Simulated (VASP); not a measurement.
Given:

```xyz
2
Lattice="0.0000 3.5445 3.5445 3.5445 0.0000 3.5445 3.5445 3.5445 0.0000" Properties=species:S:1:pos:R:3 pbc="T T T"
Ba     0.0000     0.0000     0.0000
Te     3.5445     3.5445     3.5445
```

All values below come from PBE GGA, VASP's PBE PAW potentials (set 64) (plane waves; VASP). Settings: 520 eV cut-off, 6×6×6 Γ-centred mesh, Gaussian smearing of 0.050 eV, potentials Ba_sv Te.

Unless said otherwise, spin-orbit coupling is left out, though it shifts the bands of the heavy elements here.

Q: Estimate the energy per atom (σ→0), band gap (on the k-mesh) with the smallest direct gap where there is one.

A: 
```json
{
  "band gap (on the k-mesh)": "1.60 eV",
  "smallest direct gap (on the k-mesh)": "1.98 eV",
  "energy per atom (σ→0)": "-4.315 eV/atom"
}
```

The compound is BaTe in the rock salt structure. It was relaxed first.
